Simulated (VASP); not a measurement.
Output of a VASP run:

OSZICAR:
```
...
DAV:  12    -0.181639679264E+03    0.93094E-05   -0.21235E-05  1614   0.620E-02    0.319E-03
DAV:  13    -0.181639685430E+03   -0.61659E-05   -0.35267E-06  1458   0.235E-02    0.591E-03
DAV:  14    -0.181639703467E+03   -0.18037E-04   -0.87160E-07   919   0.157E-02    0.248E-03
DAV:  15    -0.181639709378E+03   -0.59111E-05   -0.93043E-07   773   0.777E-03    0.440E-04
DAV:  16    -0.181639714700E+03   -0.53221E-05   -0.26692E-07   758   0.577E-03    0.878E-04
DAV:  17    -0.181639715987E+03   -0.12872E-05   -0.69721E-08   765   0.289E-03    0.936E-04
DAV:  18    -0.181639715812E+03    0.17528E-06   -0.27103E-08   751   0.365E-03
   3 F= -.18163972E+03 E0= -.18163969E+03  d E =-.629466E-03
       N       E                     dE             d eps       ncg     rms          rms(c)
DAV:   1    -0.181643342075E+03   -0.36261E-02   -0.10939E-01  1862   0.517E+00    0.357E-01
DAV:   2    -0.181639636343E+03    0.37057E-02   -0.85045E-03  1904   0.119E+00    0.112E-01
DAV:   3    -0.181639126633E+03    0.50971E-03   -0.11866E-03  2003   0.707E-01    0.268E-02
DAV:   4    -0.181639244934E+03   -0.11830E-03   -0.39122E-04  1832   0.381E-01    0.117E-02
DAV:   5    -0.181639282843E+03   -0.37909E-04   -0.41377E-05  1789   0.552E-02    0.122E-02
DAV:   6    -0.181639290507E+03   -0.76641E-05   -0.70442E-07  1004   0.104E-02    0.123E-02
DAV:   7    -0.181639294157E+03   -0.36498E-05   -0.20129E-07   786   0.557E-03    0.119E-02
DAV:   8    -0.181639675898E+03   -0.38174E-03   -0.20697E-04  2045   0.236E-01    0.449E-02
DAV:   9    -0.181639600458E+03    0.75440E-04   -0.49502E-05  2183   0.136E-01    0.248E-02
DAV:  10    -0.181639530364E+03    0.70094E-04   -0.27319E-05  2023   0.846E-02    0.741E-03
DAV:  11    -0.181639519499E+03    0.10864E-04   -0.10932E-05  1878   0.394E-02    0.309E-03
DAV:  12    -0.181639514989E+03    0.45098E-05   -0.70866E-07  1041   0.868E-03    0.411E-03
DAV:  13    -0.181639515450E+03   -0.46030E-06   -0.52163E-07   751   0.130E-02
   4 F= -.18163952E+03 E0= -.18163949E+03  d E =-.429104E-03
       N       E                     dE             d eps       ncg     rms          rms(c)
DAV:   1    -0.181639531326E+03   -0.16336E-04   -0.22493E-04  1883   0.246E-01    0.158E-02
DAV:   2    -0.181639487489E+03    0.43837E-04   -0.17107E-05  1936   0.520E-02    0.487E-03
DAV:   3    -0.181639482376E+03    0.51123E-05   -0.18099E-06   835   0.311E-02    0.143E-03
DAV:   4    -0.181639485317E+03   -0.29408E-05   -0.71277E-07   801   0.152E-02    0.507E-04
DAV:   5    -0.181639494729E+03   -0.94114E-05   -0.93509E-07   934   0.157E-02    0.611E-04
DAV:   6    -0.181639495044E+03   -0.31587E-06   -0.49420E-07   934   0.126E-02
   5 F= -.18163950E+03 E0= -.18163947E+03  d E =-.408699E-03
       N       E                     dE             d eps       ncg     rms          rms(c)
DAV:   1    -0.181639691510E+03   -0.19678E-03   -0.31793E-02  1488   0.136E+00    0.752E-02
DAV:   2    -0.181639555878E+03    0.13563E-03   -0.15399E-03  1844   0.326E-01    0.414E-02
DAV:   3    -0.181639530078E+03    0.25800E-04   -0.13925E-04  2158   0.151E-01    0.145E-02
DAV:   4    -0.181639563081E+03   -0.33003E-04   -0.59383E-05  1912   0.953E-02    0.447E-03
DAV:   5    -0.181639586705E+03   -0.23624E-04   -0.40485E-05  1502   0.686E-02    0.358E-03
DAV:   6    -0.181639593503E+03   -0.67987E-05   -0.19416E-05  1488   0.485E-02    0.111E-03
DAV:   7    -0.181639593192E+03    0.31190E-06   -0.52676E-06  1498   0.253E-02
   6 F= -.18163959E+03 E0= -.18163956E+03  d E =-.981471E-04
```

### OUTCAR
```
------------------------ aborting loop because EDIFF is reached ----------------------------------------
  FORCE on cell =-STRESS in cart. coord.  units (eV):
  Direction    XX          YY          ZZ          XY          YZ          ZX
  --------------------------------------------------------------------------------------
  Total       -0.0150899     -0.0150899      0.0519845      0.0000000      0.0000000      0.0000000
  in kB       -0.2856441     -0.2856441      0.9840433      0.0000000      0.0000000      0.0000000
  external PRESSURE =       0.1375850 kB  Pullay stress =       0.0000000 kB
  volume of cell :       84.64
      direct lattice vectors                 reciprocal lattice vectors
     4.981541158 -0.000000000  0.000000000     0.200741090 -0.000000000  0.000000000
     0.000000000  4.981541158  0.000000000     0.000000000  0.200741090  0.000000000
     0.000000000  0.000000000  3.410696662     0.000000000  0.000000000  0.293195232
 POSITION                                       TOTAL-FORCE (eV/Angst)
 -----------------------------------------------------------------------------------
      4.98154     -0.00000      0.00000        -0.000000     -0.000000      0.000000
      2.49077      2.49077      1.70535        -0.000000     -0.000000      0.000000
      1.53061      1.53061      0.00000        -0.004730     -0.004730      0.000000
      4.02138      0.96016      1.70535        -0.004730      0.004730     -0.000000
      0.96016      4.02138      1.70535         0.004730     -0.004730      0.000000
      3.45093      3.45093      3.41070         0.004730      0.004730     -0.000000
 -----------------------------------------------------------------------------------
    total drift:                                0.000000      0.000000     -0.000000
  FREE ENERGIE OF THE ION-ELECTRON SYSTEM (eV)
  ---------------------------------------------------
  free  energy   TOTEN  =      -181.6395931915 eV

  energy  without entropy=     -181.6395323228  energy(sigma->0) =     -181.63956276

 reached required accuracy - stopping structural energy minimisation
```
(Selected blocks of OUTCAR.)

**POSCAR**
```
PbO2
1
    4.9936779014     0.0000000000     0.0000000000
    0.0000000000     4.9936779014     0.0000000000
    0.0000000000     0.0000000000     3.4168354435
Pb O
2 4
Direct
  1.0000000000   0.0000000000   0.0000000000
  0.5000000000   0.5000000000   0.5000000000
  0.3074101816   0.3074101816   1.0000000000
  0.8074101816   0.1925898184   0.5000000000
  0.1925898184   0.8074101816   0.5000000000
  0.6925898184   0.6925898184   0.0000000000
```

Question: Write an INCAR and KPOINTS that could have produced this output.

Answer: Several could match; the one computed here: the input of the run itself, SCAN meta-GGA, plane waves, VASP's PBE PAW potentials (set 64).

File KPOINTS:
```
Automatic mesh
0
Gamma
4 4 6
0 0 0
```

### INCAR
```
ALGO = Normal
EDIFF = 1E-6
EDIFFG = -0.02
ENCUT = 520
IBRION = 2
ISIF = 3
ISMEAR = 0
LASPH = T
LCHARG = F
LMAXMIX = 4
LMIXTAU = T
LREAL = F
LWAVE = F
METAGGA = SCAN
NELM = 100
NSW = 60
PREC = Accurate
SIGMA = 0.05
SYSTEM = PbO2
```

POTCAR, in this order: Pb_d O (PBE.64 set). Program: vasp_std.

The compound is PbO2 in the rutile structure. This run relaxes it. Symmetry was kept, so distortions that lower it aren't found. The start is the result of an earlier pass.
